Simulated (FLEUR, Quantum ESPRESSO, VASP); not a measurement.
# Ti: 3 runs at one level of theory

```xyz
6
Lattice="2.9500 0.0000 0.0000 -1.4750 2.5548 0.0000 0.0000 0.0000 26.7150" Properties=species:S:1:pos:R:3 pbc="T T T"
Ti    1.4750    0.8516    7.5000
Ti    0.0000    1.7032    9.8430
Ti    1.4750    0.8516   12.1860
Ti    0.0000    1.7032   14.5290
Ti    1.4750    0.8516   16.8720
Ti    0.0000    1.7032   19.2150
```

Alike in all runs: functional PBE; k mesh 10 × 10 × 1; occupations fermi-dirac, width 0.05 eV; no spin polarisation; no spin-orbit coupling.

```tsv
program and potentials	plane-wave cutoff (eV)	notes	largest force (eV/Å)
FLEUR, all-electron, FLAPW	-	-	0.633
Quantum ESPRESSO, PseudoDojo 0.4.1 SR PBE standard	1143	-	0.611
VASP, PBE PAW files Ti_sv, 520 eV	520	-	0.625
```

Force on atom 1 (Ti), eV/Å:

| program and potentials | x | y | z |
| --- | --- | --- | --- |
| FLEUR, all-electron, FLAPW | 0.000 | 0.000 | 0.633 |
| Quantum ESPRESSO, PseudoDojo 0.4.1 SR PBE standard | 0.000 | 0.000 | 0.611 |
| VASP, PBE PAW files Ti_sv, 520 eV | 0.000 | 0.000 | 0.625 |

The atoms of the given cell lie far from their minimum at this level.

Differences between rows come from potentials, basis sets and numerical settings, since the functional is the same but for its coding. Runs on potential files found faulty are left out.

All three calculations pull the outermost Ti atom inwards, towards the layer beneath it, with forces between 0.611 and 0.633 eV/Å. The spread is small beside the force itself, so the direction and approximate strength of the pull don't depend on the treatment of the core electrons. The lateral components vanish because the threefold symmetry of the hollow stacking site leaves only the surface normal free.

An inward pull is what is expected for a close-packed surface of an early transition metal. Cutting the crystal removes neighbours from the outer atoms, and the partly filled, bonding d states can then strengthen the remaining back bonds, while the surface charge smooths out and also draws the ion cores inwards. Part of the force may instead come from an interlayer spacing slightly larger than the functional's own bulk value, which would pull the outer layers inwards even without a surface effect. The forces therefore support a contraction of the first interlayer spacing, but its size also depends on the interlayer force constants and on how the deeper layers respond.
